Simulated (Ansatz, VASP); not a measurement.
MgBe2SeO2 in VASP and in Ansatz

```
Mg Be Se O
1.0
     4.12615    0.00000    0.00000
    -2.06308    3.57335    0.00000
     0.00000    0.00000    6.47540
Mg Be Se O
1 2 1 2
Direct
  0.33333 0.66667 0.50000
  0.66667 0.33333 0.00000
  0.00000 0.00000 0.50000
  0.33333 0.66667 0.00000
  0.66667 0.33333 0.26722
  0.66667 0.33333 0.73278
```

Alike in both runs: task single point; functional PBE; k mesh 6 × 6 × 4; occupations gaussian, width 0.1 eV; no spin polarisation.

|  | VASP | Ansatz |
| --- | --- | --- |
| version | VASP 6.6.1 | Ansatz 0.2.0 |
| potentials or method | VASP PAW PBE potentials, release 64 (Mg, Be, Se, O) | scalar-relativistic, plane waves, PAW |
| plane-wave cutoff (eV) | 520 | 420 |
| valence electrons in the cell | 24 | 42 |

|  | VASP | Ansatz | Ansatz less VASP |
| --- | --- | --- | --- |
| gap on the k mesh at the Fermi level (eV) | none | none | - |
| pressure (GPa) | -8.0 | -7.9 | +0.07 |
| largest component of the traceless stress (GPa) | 8.64 | 8.74 | +0.107 |
| rms of the force components (eV/Å) | 0.331 | 0.321 | -0.0103 |

Atom by atom the forces differ by 0.010 eV/Å (rms over components). A gap of «none» marks a metal or a gap that the smearing closes. The two sets of potentials don't hold the same shells in valence.
